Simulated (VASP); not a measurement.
# Be2Si (Fm-3m) in VASP: a series of runs, part 2 of 2

VASP 6.6.1. The steps go on from the part before.

### Step 4. Single point, LDA

This run uses another cell than the first one, of 11.81 Å³/atom, 0.980 times its volume.

Contents of INCAR:

```
ALGO = Fast
EDIFF = 1E-6
ENCUT = 520
ISIF = 2
ISMEAR = 0
LASPH = True
LCHARG = False
LREAL = False
LWAVE = False
NBANDS = 11
NELM = 80
PREC = Accurate
SIGMA = 0.05
```

Contents of KPOINTS:

```
k-points
0
Gamma
  6 6 6
```

Contents of POSCAR:

```
Be2Si
1.0
    0.0000000000      2.6066269519      2.6066269519
    2.6066269519      0.0000000000      2.6066269519
    2.6066269519      2.6066269519      0.0000000000
Si Be
1 2
Direct
    0.0000000000      0.0000000000      0.0000000000
    0.2500000000      0.2500000000      0.2500000000
    0.7500000000      0.7500000000      0.7500000000
```

Potentials or basis: VASP PAW LDA potentials, release 64 (Si, Be).

Command:

```
> cat potpaw_LDA.64/Si/POTCAR potpaw_LDA.64/Be/POTCAR > POTCAR
> mpirun -np 1 vasp_std > vasp.out
```

OUTCAR:

```text
EDIFF = 1E-6
   ENCUT = 520
   ISIF = 2
   ISMEAR = 0
   LASPH = True
   LREAL = False
   NELM = 80
   PREC = Accurate

 ion  position               nearest neighbor table
   1  0.000  0.000  0.000-   3 2.26   3 2.26   3 2.26   2 2.26   3 2.26   2 2.26   2 2.26   2 2.26

   2  0.250  0.250  0.250-   1 2.26   1 2.26   1 2.26   1 2.26
   3  0.750  0.750  0.750-   1 2.26   1 2.26   1 2.26   1 2.26

  LATTYP: Found a face centered cubic cell.
 ALAT       =     5.2132539038

  Lattice vectors:

 A1 = (   0.0000000000,   2.6066269519,   2.6066269519)
 A2 = (   2.6066269519,   0.0000000000,   2.6066269519)
 A3 = (   2.6066269519,   2.6066269519,   0.0000000000)

Analysis of symmetry for initial positions (statically):
=====================================================================
 Subroutine PRICEL returns:
 Original cell was already a primitive cell.

 Routine SETGRP: Setting up the symmetry group for a
 face centered cubic supercell.

 Subroutine GETGRP returns: Found 48 space group operations
 (whereof 48 operations were pure point group operations)
 out of a pool of 48 trial point group operations.

The static configuration has the point symmetry O_h .

Analysis of symmetry for dynamics (positions and initial velocities):
=====================================================================
 Subroutine PRICEL returns:
 Original cell was already a primitive cell.

 Routine SETGRP: Setting up the symmetry group for a
 face centered cubic supercell.

 Subroutine GETGRP returns: Found 48 space group operations
 (whereof 48 operations were pure point group operations)
 out of a pool of 48 trial point group operations.

The dynamic configuration has the point symmetry O_h .

 Subroutine INISYM returns: Found 48 space group operations
 (whereof 48 operations are pure point group operations),
 and found     1 'primitive' translations

[... 112 lines left out ...]
   GGA     = CA    functional components
   LHFCALC =     F    Hartree Fock is set to
   AEXX    =    0.0000 exact exchange contribution
   IVDW    =     0    specifies the selected vdW correction
   LEPSILON=     F    determine dielectric tensor
   LRPA    =     F    only Hartree local field effects (RPA)
 non-spin polarized calculation
 RMM-DIIS sequential band-by-band and
 Gauss-broadening in eV      SIGMA  =   0.05
  energy-cutoff  :      520.00
  volume of cell :       35.42
 maximum number of plane-waves:       962
   NGX = 13   NGY = 13   NGZ = 13

 number of electron       8.0000000 magnetization

 Free energy of the ion-electron system (eV)
  ---------------------------------------------------
  ext. energy  EPLUGINS =         0.00000000
  ---------------------------------------------------
  free energy    TOTEN  =       -13.65244588 eV

  energy without entropy =      -13.65201135  energy(sigma->0) =      -13.65222862

 E-fermi :   6.8473     XC(G=0): -10.1722

 val. band max:        6.8060464692   @ k =   0.5000   0.5000   0.0000
 cond. band min:       6.9020631696   @ k =   0.3333   0.3333   0.0000
 fundamental gap:      0.0960167004
 Fermi energy:         6.8473194423

 k-point     1 :       0.0000    0.0000    0.0000
  band No.  band energies     occupation
      1      -5.3144      2.00000
      2       7.2364      0.00000
      3       7.2364      0.00000
      4       7.2364      0.00000
      5       7.7797      0.00000
      6       7.7797      0.00000
      7       7.7797      0.00000
      8      13.2425      0.00000
      9      14.4063      0.00000
     10      14.4063      0.00000
     11      14.4064      0.00000
[... 197 lines left out ...]
 k-point    16 :      -0.3333    0.5000    0.1667
  band No.  band energies     occupation
      1      -1.7088      2.00000
      2       0.8176      2.00000
      3       1.9311      2.00000
      4       1.9344      2.00000
      5       8.6294      0.00000
      6       9.5804      0.00000
      7      12.1319      0.00000
      8      14.2455      0.00000
      9      14.9449      0.00000
     10      17.2561      0.00000
     11      19.3797      0.00000

------------------------ aborting loop because EDIFF is reached ----------------------------------------

  FORCE on cell =-STRESS in cart. coord.  units (eV):
  Direction    XX          YY          ZZ          XY          YZ          ZX
  --------------------------------------------------------------------------------------
  -------------------------------------------------------------------------------------
  Total        0.0288845      0.0288845      0.0288845     -0.0000000     -0.0000000      0.0000000
  in kB        1.3064991      1.3064991      1.3064991     -0.0000000     -0.0000000      0.0000000
  external PRESSURE =       1.3064991 kB  Pullay stress =       0.0000000 kB

 VOLUME and BASIS-vectors are now :
 -----------------------------------------------------------------------------
  energy-cutoff  :      520.00
  volume of cell :       35.42
      direct lattice vectors                 reciprocal lattice vectors
     0.000000000  2.606626952  2.606626952    -0.191818779  0.191818779  0.191818779
     2.606626952  0.000000000  2.606626952     0.191818779 -0.191818779  0.191818779
     2.606626952  2.606626952  0.000000000     0.191818779  0.191818779 -0.191818779

 POSITION                                       TOTAL-FORCE (eV/Angst)
 -----------------------------------------------------------------------------------
      0.00000      0.00000      0.00000         0.000000      0.000000      0.000000
      1.30331      1.30331      1.30331         0.000000      0.000000      0.000000
      3.90994      3.90994      3.90994        -0.000000     -0.000000     -0.000000
 -----------------------------------------------------------------------------------
    total drift:                                0.000000      0.000000     -0.000000

  FREE ENERGIE OF THE ION-ELECTRON SYSTEM (eV)
  ---------------------------------------------------
  free  energy   TOTEN  =       -13.6524458821 eV

  energy  without entropy=      -13.6520113549  energy(sigma->0) =      -13.65222862
```

It took 4.4 s on 1 thread of Intel Xeon Platinum 8488C (Sapphire Rapids), shared host; peak memory 0.12 GiB.

Results:

| Property | Result |
| --- | --- |
| Free energy | -13.6524 eV |
| Pressure | 0.1 GPa |
| Band gap on the k mesh | none (metal or under the smearing width) |

### Step 5. The runs side by side

```tsv
cell	gap on the mesh (eV)	pressure (GPa)
Fm-3m, 12.04 Å³/atom	none	-1.9
Fm-3m, 12.94 Å³/atom	none	-8.2
Fm-3m, 11.81 Å³/atom	none	0.1
```

Alike in all rows: task single point; level LDA; potentials or basis VASP PAW LDA potentials, release 64 (Si, Be); no spin polarisation; k mesh 6 × 6 × 6; cutoff (eV) 520; smearing gaussian 0.05 eV.

Every run on the cell as given and a fine mesh finds a metal.

Total energies depend on the potentials used, so only differences within one code and one set of settings carry meaning.
